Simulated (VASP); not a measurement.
**RPA total energies of AlN**

Aim: total energies of AlN from exact exchange and RPA correlation, beside cheaper functionals. The scan starts from a database cell scaled to its smallest volume. The cell is of the zinc-blende type, which need not be the form that is stable at ambient conditions. The start is a computed cell from a database.

Calculated with VASP 6.6.1; RPA correlation on PBE orbitals; plane waves and PAW (Al_GW, N_GW), in the first sound run; inputs show where later runs differ.

## Step 1: The structure

The structure is cubic, space group F-43m (No. 216). Conventional cell: a = 4.279 Å, b = 4.279 Å, c = 4.279 Å, α = 90.00°, β = 90.00°, γ = 90.00°. Nearest to Al lie 4 N at 1.85 Å. Nearest to N lie 4 Al at 1.85 Å. Farther neighbours, and contacts between anions beyond the nearest, are not listed.

Structure file:

```xyz
2
Lattice="0.0000 2.1394 2.1394 2.1394 0.0000 2.1394 2.1394 2.1394 0.0000" Properties=species:S:1:pos:R:3 pbc="T T T"
Al    0.0000    0.0000    0.0000
N     1.0697    1.0697    1.0697
```

## Step 2: Orbitals, volume ratio 0.94

RPA gives no stress here, so the energy is scanned over volumes, at one cutoff and mesh. Volumes are given as ratios to a reference cell, and this first cell is that cell scaled to 0.94. Each point starts from PBE orbitals, tightly converged.

INCAR

```
SYSTEM = AlN
PREC = Accurate
ENCUT = 570
EDIFF = 1E-08
NELM = 100
ISMEAR = 0
SIGMA = 0.05
LREAL = .FALSE.
ALGO = Normal
GGA = PE
NBANDS = 10
LORBIT = 11
LWAVE = .TRUE.
LCHARG = .FALSE.
KPAR = 8
```

POSCAR

```
AlN
1.0
    0.0000000000      2.1394097525      2.1394097525
    2.1394097525      0.0000000000      2.1394097525
    2.1394097525      2.1394097525      0.0000000000
Al N
1 1
Direct
    0.0000000000      0.0000000000      0.0000000000
    0.2500000000      0.2500000000      0.2500000000
```

KPOINTS

```
Automatic mesh
0
Gamma
4 4 4
0 0 0
```

The projector-augmented-wave data sets are Al_GW and N_GW (PBE family, release 64).

Launch:

```console
> mpirun -np 8 vasp_std
```

Output:

```text
[banner, memory and clock lines left out]
running    8 mpi-ranks, on    1 nodes
 distrk:  each k-point on    1 cores,    8 groups
 distr:  one band on    1 cores,    1 groups

 POSCAR found type information on POSCAR AlN
 POSCAR found :  2 types and       2 ions
|                                                                             |
|           W    W    AA    RRRRR   N    N  II  N    N   GGGG   !!!           |
|           W    W   A  A   R    R  NN   N  II  NN   N  G    G  !!!           |
|           W    W  A    A  R    R  N N  N  II  N N  N  G       !!!           |
|           W WW W  AAAAAA  RRRRR   N  N N  II  N  N N  G  GGG   !            |
|           WW  WW  A    A  R   R   N   NN  II  N   NN  G    G                |
|           W    W  A    A  R    R  N    N  II  N    N   GGGG   !!!           |
|                                                                             |
|     For optimal performance we recommend to set                             |
|       NCORE = 2 up to number-of-cores-per-socket                            |
|     NCORE specifies how many cores store one orbital (NPAR=cpu/NCORE).      |
|     This setting can greatly improve the performance of VASP for DFT.       |
|     The default, NCORE=1 might be grossly inefficient on modern             |
|     multi-core architectures or massively parallel machines. Do your        |
|     Unfortunately you need to use the default for GW and RPA                |
|     calculations (for HF NCORE is supported but not extensively tested      |
|     yet).                                                                   |
|                                                                             |

 LDA part: xc-table for (Slater+PW92), standard interpolation
 POSCAR, INCAR and KPOINTS ok, starting setup
 FFT: planning ... GRIDC
 FFT: planning ... GRID_SOFT
 FFT: planning ... GRID
 WAVECAR not read
 entering main loop
       N       E                     dE             d eps       ncg     rms          rms(c)
DAV:   1     0.244108E+02    0.24411E+02   -0.49477E+03   160   0.791E+02
DAV:   2    -0.154533E+02   -0.39864E+02   -0.37683E+02   190   0.211E+02
DAV:   3    -0.172500E+02   -0.17968E+01   -0.17896E+01   198   0.352E+01
DAV:   4    -0.172644E+02   -0.14322E-01   -0.14321E-01   206   0.391E+00
DAV:   5    -0.172646E+02   -0.24438E-03   -0.24438E-03   196   0.478E-01    0.885E+00
DAV:   6    -0.147873E+02    0.24773E+01   -0.11877E+01   246   0.272E+01    0.218E+00
DAV:   7    -0.147583E+02    0.28977E-01   -0.11586E-01   178   0.247E+00    0.141E+00
DAV:   8    -0.147516E+02    0.67579E-02   -0.24759E-02   172   0.291E+00    0.160E-01
DAV:   9    -0.147515E+02    0.85589E-04   -0.15345E-03   254   0.357E-01    0.603E-02
DAV:  10    -0.147516E+02   -0.10530E-03   -0.12426E-04   172   0.865E-02    0.153E-02
DAV:  11    -0.147516E+02    0.19478E-05   -0.12928E-05   228   0.387E-02    0.220E-03
DAV:  12    -0.147516E+02   -0.23233E-06   -0.23159E-07   184   0.621E-03    0.318E-04
DAV:  13    -0.147516E+02    0.34577E-08   -0.19151E-08   142   0.109E-03
   1 F= -.14751586E+02 E0= -.14751586E+02  d E =-.179958E-10
 writing wavefunctions
```

Run time: 1.6 s. Hardware: 8 MPI ranks of Intel Xeon 6975P-C (Granite Rapids), shared host; peak memory 1 GiB.

Lines that name or quote the potential files are left out of all logs, and their timing lines are given in words.

From OUTCAR (step 2):

```text
ion  position               nearest neighbor table
   1  0.000  0.000  0.000-   2 1.85   2 1.85   2 1.85   2 1.85
   2  0.250  0.250  0.250-   1 1.85   1 1.85   1 1.85   1 1.85

  LATTYP: Found a face centered cubic cell.
 ALAT       =     4.2788195050

 Subroutine GETGRP returns: Found 24 space group operations
 (whereof 24 operations were pure point group operations)

The static configuration has the point symmetry T_d .

 Found      8 irreducible k-points:

   k-points           NKPTS =      8   k-points in BZ     NKDIM =      8   number of bands    NBANDS=     10

   dimension x,y,z NGX =    24 NGY =   24 NGZ =   24
   dimension x,y,z NGXF=    48 NGYF=   48 NGZF=   48

   ENCUT  =  570.0 eV  41.89 Ry    6.47 a.u.   5.89  5.89  5.89*2*pi/ulx,y,z

   NELECT =       8.0000    total number of electrons

 k-points in reciprocal lattice and weights: Automatic mesh
   0.00000000  0.00000000  0.00000000       0.016
   0.25000000  0.00000000  0.00000000       0.125
   0.50000000  0.00000000  0.00000000       0.062
   0.25000000  0.25000000  0.00000000       0.094
   0.50000000  0.25000000  0.00000000       0.375
  -0.25000000  0.25000000  0.00000000       0.188
   0.50000000  0.50000000  0.00000000       0.047
  -0.25000000  0.50000000  0.25000000       0.094

 average (electrostatic) potential at core
       1 -49.1997       2 -59.2642

 E-fermi :   5.7230

 k-point     1 :       0.0000    0.0000    0.0000
  band No.  band energies     occupation
      1      -9.8505      2.00000
      2       5.5103      2.00000
      3       5.5103      2.00000
      4       5.5103      2.00000
      5      10.2506      0.00000
      6      18.6635      0.00000
      7      18.6635      0.00000
      8      18.6635      0.00000
      9      23.6744      0.00000
    ...

 k-point     2 :       0.2500    0.0000    0.0000
  band No.  band energies     occupation
      1      -8.9317      2.00000
      2       2.1456      2.00000
      3       5.2503      2.00000
      4       5.2503      2.00000
      5      12.4935      0.00000
      6      17.0327      0.00000
      7      18.3218      0.00000
      8      18.3218      0.00000
      9      22.3073      0.00000
    ...

 k-point     3 :       0.5000    0.0000    0.0000
  band No.  band energies     occupation
      1      -7.6082      2.00000
      2      -0.6302      2.00000
      3       5.0220      2.00000
      4       5.0220      2.00000
      5      13.4412      0.00000
      6      15.7939      0.00000
      7      17.0239      0.00000
      8      17.0239      0.00000
      9      24.3223      0.00000
    ...

  Total        2.3400709      2.3400709      2.3400709      0.0000000     -0.0000000      0.0000000
  in kB      191.4377976    191.4377976    191.4377976      0.0000000     -0.0000000      0.0000000
  external PRESSURE =     191.4377976 kB  Pullay stress =       0.0000000 kB

  energy-cutoff  :      570.00
  volume of cell :       19.58
      direct lattice vectors                 reciprocal lattice vectors
     0.000000000  2.139409753  2.139409753    -0.233709321  0.233709321  0.233709321
     2.139409753  0.000000000  2.139409753     0.233709321 -0.233709321  0.233709321
     2.139409753  2.139409753  0.000000000     0.233709321  0.233709321 -0.233709321

 POSITION                                       TOTAL-FORCE (eV/Angst)
 -----------------------------------------------------------------------------------
      0.00000      0.00000      0.00000        -0.000000     -0.000000     -0.000000
      1.06970      1.06970      1.06970         0.000000      0.000000      0.000000
 -----------------------------------------------------------------------------------
    total drift:                               -0.000000     -0.000000     -0.000000

  FREE ENERGIE OF THE ION-ELECTRON SYSTEM (eV)
  ---------------------------------------------------
  free  energy   TOTEN  =       -14.7515859728 eV

  energy  without entropy=      -14.7515859728  energy(sigma->0) =      -14.75158597

 total charge
# of ion       s       p       d       tot
------------------------------------------
    1        0.447   0.604   0.252   1.304
    2        1.189   2.618   0.000   3.807
--------------------------------------------------
tot          1.636   3.222   0.252   5.111

[... 3 further parts left out ...]
```

The gap is read on the k-mesh alone, so it is an upper bound where the band edges lie off the mesh.

A gap read on the k-mesh alone can miss the band edges.

Numbers from this step:

```yaml
free_energy_toten: -14.75 eV
fermi_energy: 5.723 eV
pressure: 19.14 GPa
gap_on_the_k_mesh: 3.325 eV
least_direct_gap_on_the_k_mesh: 4.740 eV
```

## Step 3: Exact exchange, volume ratio 0.94

This step: Hartree-Fock energy on PBE orbitals; plane waves and PAW (Al_GW, N_GW) (VASP 6.6.1).

The Hartree-Fock energy is evaluated once on these orbitals (ALGO = Eigenval, NELM = 1), without letting them relax. It uses the mesh of the correlation step, since the long-wavelength errors of the two partly cancel, and the total energy is their sum.

INCAR

```
SYSTEM = AlN
PREC = Accurate
ENCUT = 570
ISMEAR = 0
SIGMA = 0.05
LREAL = .FALSE.
GGA = PE
NBANDS = 10
ALGO = Eigenval
NELM = 1
LHFCALC = .TRUE.
AEXX = 1
ALDAC = 0
AGGAC = 0
PRECFOCK = Normal
LWAVE = .FALSE.
LCHARG = .FALSE.
```

POSCAR is that of step 2.

KPOINTS is that of step 2.

The WAVECAR or CHGCAR of an earlier step is read.

Launch:

```console
> mpirun -np 8 vasp_std
```

Output:

```text
[banner, memory and clock lines left out]
running    8 mpi-ranks, on    1 nodes
 distrk:  each k-point on    8 cores,    1 groups
 distr:  one band on    1 cores,    8 groups

 POSCAR found type information on POSCAR AlN
 POSCAR found :  2 types and       2 ions
 [... a notice as in an earlier step ...]

 LDA part: xc-table for (Slater+PW92), standard interpolation
|                                                                             |
|           W    W    AA    RRRRR   N    N  II  N    N   GGGG   !!!           |
|           W    W   A  A   R    R  NN   N  II  NN   N  G    G  !!!           |
|           W    W  A    A  R    R  N N  N  II  N N  N  G       !!!           |
|           W WW W  AAAAAA  RRRRR   N  N N  II  N  N N  G  GGG   !            |
|           WW  WW  A    A  R   R   N   NN  II  N   NN  G    G                |
|           W    W  A    A  R    R  N    N  II  N    N   GGGG   !!!           |
|                                                                             |
|     The number of bands has been changed from the values supplied in        |
|     The orbitals not found in the WAVECAR file will be initialized with     |
|     random numbers, which is usually adequate. For correlated               |
|     calculations, however, you should redo the groundstate calculation.     |
|     I found NBANDS = 10. Now, NBANDS = 16.                                  |
|                                                                             |

 found WAVECAR, reading the header
  number of bands has changed, file:    10 present:    16
  trying to continue reading WAVECAR, but it might fail
 POSCAR, INCAR and KPOINTS ok, starting setup
 FFT: planning ... GRIDC
 FFT: planning ... GRID_SOFT
 FFT: planning ... GRID
 reading WAVECAR
 random initialization beyond band           10
 the WAVECAR file was read successfully
 initial charge from wavefunction
 entering main loop
       N       E                     dE             d eps       ncg     rms          rms(c)
EIG:   1    -0.258027E+02   -0.25803E+02    0.00000E+00     0   0.000E+00
   1 F= -.25802745E+02 E0= -.25802745E+02  d E =-.105183E-20
```

The job ended after 3.4 s (8 MPI ranks; peak memory 0.83 GiB).

OUTCAR, selected parts (step 3):

```text
The static configuration has the point symmetry T_d .

 Found      8 irreducible k-points:

   k-points           NKPTS =      8   k-points in BZ     NKDIM =     64   number of bands    NBANDS=     16

   NELECT =       8.0000    total number of electrons

  exchange ACFDT corr.  =         0.00000000  see jH, gK, PRB 81, 115126

 E-fermi :   5.8330

 k-point     1 :       0.0000    0.0000    0.0000
  band No.  band energies     occupation
      1     -19.9408      2.00000
      2       1.2544      2.00000
      3       1.2544      2.00000
      4       1.2544      2.00000
      5      15.2559      0.00000
      6      25.0177      0.00000
      7      25.0177      0.00000
      8      25.0177      0.00000
      9      30.5470      0.00000
    ...

 k-point     2 :       0.2500    0.0000    0.0000
  band No.  band energies     occupation
      1     -18.8003      2.00000
      2      -2.9544      2.00000
      3       0.9172      2.00000
      4       0.9172      2.00000
      5      17.9701      0.00000
      6      23.4175      0.00000
      7      24.6101      0.00000
      8      24.6101      0.00000
      9      29.0819      0.00000
    ...

 POSITION                                       TOTAL-FORCE (eV/Angst)
 -----------------------------------------------------------------------------------
      0.00000      0.00000      0.00000        -0.000000     -0.000000     -0.000000
      1.06970      1.06970      1.06970         0.000000      0.000000      0.000000
 -----------------------------------------------------------------------------------
    total drift:                                0.000000      0.000000     -0.000000

  FREE ENERGIE OF THE ION-ELECTRON SYSTEM (eV)
  ---------------------------------------------------
  free  energy   TOTEN  =       -25.8027448743 eV

  energy  without entropy=      -25.8027448743  energy(sigma->0) =      -25.80274487

[... 7 parts as in an earlier step ...]

[... 5 further parts left out ...]
```

The k-mesh is coarse for unscreened exact exchange, which converges slowly with it.

Read from the output:

```yaml
free_energy_toten: -25.80 eV
```

The Hartree-Fock energy on these orbitals is -12.9014 eV an atom.

## Step 4: Empty bands, volume ratio 0.94

This step: PBE; plane waves and PAW (Al_GW, N_GW) (VASP 6.6.1).

The next step needs empty bands that the ground-state run didn't converge, so the Hamiltonian is diagonalised in full, in a single step. LOPTICS writes the k-derivatives of the orbitals (WAVEDER), which give the long-wavelength limit of the screening.

INCAR

```
SYSTEM = AlN
PREC = Accurate
ENCUT = 570
ISMEAR = 0
SIGMA = 0.05
LREAL = .FALSE.
GGA = PE
NBANDS = 616
ALGO = Exact
NELM = 1
LWAVE = .TRUE.
LCHARG = .FALSE.
LOPTICS = .TRUE.
NEDOS = 1000
CSHIFT = 0.1
```

POSCAR is that of step 3.

KPOINTS is that of step 3.

Launch:

```console
> mpirun -np 8 vasp_std
```

Output:

```text
[banner, memory and clock lines left out]
running    8 mpi-ranks, on    1 nodes
 distrk:  each k-point on    8 cores,    1 groups
 distr:  one band on    1 cores,    8 groups

 POSCAR found type information on POSCAR AlN
 POSCAR found :  2 types and       2 ions
 [... a notice as in an earlier step ...]

 LDA part: xc-table for (Slater+PW92), standard interpolation
 found WAVECAR, reading the header
  number of bands has changed, file:    10 present:   616
  trying to continue reading WAVECAR, but it might fail
 POSCAR, INCAR and KPOINTS ok, starting setup
 FFT: planning ... GRIDC
 FFT: planning ... GRID_SOFT
 FFT: planning ... GRID
 reading WAVECAR
 random initialization beyond band           10
 the WAVECAR file was read successfully
 initial charge from wavefunction
 entering main loop
       N       E                     dE             d eps       ncg     rms          rms(c)
DIA:   1    -0.147516E+02   -0.14752E+02    0.00000E+00     0   0.000E+00
   1 F= -.14751586E+02 E0= -.14751586E+02  d E =-.282801E-16
 writing wavefunctions
 optical routines
 imaginary and real dielectric function
 recalculating local potential from charge density
 direction            1
 direction            2
 direction            3
```

The job ended after 2.6 s (8 MPI ranks; peak memory 0.95 GiB).

OUTCAR, selected parts (step 4):

```text
The static configuration has the point symmetry T_d .

 Found      8 irreducible k-points:

   k-points           NKPTS =      8   k-points in BZ     NKDIM =      8   number of bands    NBANDS=    616

   NELECT =       8.0000    total number of electrons

 E-fermi :   5.7908

 k-point     4 :       0.2500    0.2500    0.0000
  band No.  band energies     occupation
      1      -8.6326      2.00000
      2       2.5672      2.00000
      3       4.4907      2.00000
      4       4.4907      2.00000
      5      11.7707      0.00000
      6      16.2196      0.00000
      7      17.5773      0.00000
      8      20.2062      0.00000
      9      20.2062      0.00000
    ...

 k-point     5 :       0.5000    0.2500    0.0000
  band No.  band energies     occupation
      1      -7.3193      2.00000
      2       0.5280      2.00000
      3       3.0848      2.00000
      4       4.2717      2.00000
      5      11.5539      0.00000
      6      15.9601      0.00000
      7      18.3815      0.00000
      8      19.4689      0.00000
      9      21.9057      0.00000
    ...

  Total        2.3399818      2.3399818      2.3399818     -0.0000000     -0.0000000     -0.0000000
  in kB      191.4305078    191.4305078    191.4305078     -0.0000000     -0.0000000     -0.0000000
  external PRESSURE =     191.4305078 kB  Pullay stress =       0.0000000 kB

  FREE ENERGIE OF THE ION-ELECTRON SYSTEM (eV)
  ---------------------------------------------------
  free  energy   TOTEN  =       -14.7515859772 eV

  energy  without entropy=      -14.7515859772  energy(sigma->0) =      -14.75158598

 plasma frequency squared (from intraband transitions) (eV^2)
  --------------------------------------------------------------------------------------
       0.000      -0.000       0.000
      -0.000       0.000       0.000
      -0.000       0.000       0.000

[... 13 parts as in an earlier step ...]
```

WAVECAR now holds 616 bands for 8 electrons.

[end of part 1 of 6]

[Long decimals in the printed logs are rounded to 6 places.]

[Lines on the potential files, build, host, timing and source positions are cut from VASP's logs without a mark.]

[Logs are printed without paths, hosts, clocks, repeated set-up lines and the standing remarks that a program may print on its own settings, such as how far it seeks lower states.]

[Hosts, paths, dates, database ids (printed as entryN), source tags and the programs' standing remarks are cut or masked in the printed files.]

[Measured values are set beside computed ones only where the two were judged alike; some that the calculation misses by far are left out.]

[Pressures printed for these runs are not shown converged in the cutoff: they can be off by several GPa and have the wrong sign.]
